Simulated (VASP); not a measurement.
Wanted: the native input for a VASP 6.6.1 run.

```
Task                   : relaxation of cell and atoms
Functional             : PBEsol
Dispersion             : D4
Potentials or basis    : VASP PAW PBE potentials, release 64 (Pt)
Cutoff                 : 600 eV
k mesh                 : 18 × 18 × 18
Occupations            : methfessel-paxton, width 0.1 eV
Spin                   : no spin polarisation
Further INCAR settings : ALGO = Normal; EDIFF = 1e-06; IBRION = 2; EDIFFG = -0.005; NSW = 60; ISIF = 3
```

The structure of Pt lies in POSCAR:

```
Pt
1.0
    0.0000000000      1.9600000000      1.9600000000
    1.9600000000      0.0000000000      1.9600000000
    1.9600000000      1.9600000000      0.0000000000
Pt
1
Direct
    0.0000000000      0.0000000000      0.0000000000
```

The cell was built by a generator and needn't be a form met in nature.

These files were run (other wordings do the same):

INCAR

```
SYSTEM = Pt
PREC     = Accurate       ! precision mode
ENCUT    = 600            ! plane-wave cutoff, eV
EDIFF    = 1E-6           ! SCF threshold, eV
ISMEAR   = 1              ! smearing method
SIGMA    = 0.1            ! smearing width, eV
LREAL    = .FALSE.        ! projectors in reciprocal space
LASPH    = .TRUE.         ! aspherical terms in the spheres
NELM     = 120            ! most SCF steps
ALGO     = Normal         ! electronic algorithm
ISIF     = 3              ! what is computed and relaxed
LWAVE    = .FALSE.        ! write WAVECAR
LCHARG   = .FALSE.        ! write CHGCAR
GGA      = PS             ! functional
IVDW     = 13             ! dispersion correction
IBRION   = 2              ! ionic algorithm
NSW      = 60             ! ionic steps
EDIFFG   = -0.005         ! ionic threshold
```

KPOINTS

```
regular mesh
0
G
  18 18 18
  0 0 0
```

Potentials or basis: VASP PAW PBE potentials, release 64 (Pt).

Launch:

```console
$ cat potpaw_PBE.64/Pt/POTCAR > POTCAR
$ mpirun -np 1 vasp_std > vasp.out
```

It gave:

```yaml
Relaxed_volume: 14.79 Å³/atom
Relaxed_cell: a = 2.756 Å, b = 2.756 Å, c = 2.756 Å, α = 60.00°, β = 60.00°, γ = 60.00°
Space_group_after_relaxing_to_0.05_Å: Fm-3m (No. 225)
Energy_gained_by_relaxing: 4.4 meV/atom
Ionic_steps: 4
Pressure_after_relaxing: 0.0 GPa
Band_gap_on_the_k_mesh: none (metal or under the smearing width)
Dispersion_energy_per_atom: -0.459 eV
```

Caveat: the PAW data sets were made with another functional, which shifts forces and pressure a little; pairwise dispersion overbinds metals, which lowers pressure and volume.

It took 55 s on 1 thread of AMD EPYC 7R13 Processor (Zen 3) (shared host), peak memory 0.15 GiB.
